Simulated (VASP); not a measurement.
Here is the system:

```
CELL_PARAMETERS angstrom
      0.00000     2.62013     2.74104
      2.67553     0.00000     2.74104
      2.67553     2.62013     0.00000
ATOMIC_POSITIONS crystal
  Cd 0.00000 0.00000 0.00000
  F  0.25000 0.25000 0.25000
  F  0.73395 0.76605 0.76605
```

Computed with PBE GGA, VASP's PBE PAW potentials (set 64) (plane waves; VASP). Numerical set-up: 520 eV cut-off, 8×8×8 Monkhorst-Pack mesh, Gaussian smearing of 0.050 eV, potentials Cd F.

Question: Which forces act on the atoms, in eV/Å?

Answer: 
```
atom      Fx     Fy     Fz
----  ------  -----  -----
Cd1    0.275  0.000  0.000
F2     0.189  0.000  0.000
F3    -0.464  0.000  0.000
```

Question: Give the stress tensor in GPa (positive for a compressed cell).

Answer: 
```
 8.90   0.00   0.00
 0.00  11.03   1.18
 0.00   1.18   6.15
```
The pressure is its mean diagonal, 8.69 GPa.

The compound is CdF2 in the fluorite structure. The cell was not relaxed at this level, atoms are displaced from their ideal sites. The run is one of a series of settings (KPOINTS 8×8×8 Monkhorst-Pack mesh against the base run), some of them coarse on purpose.
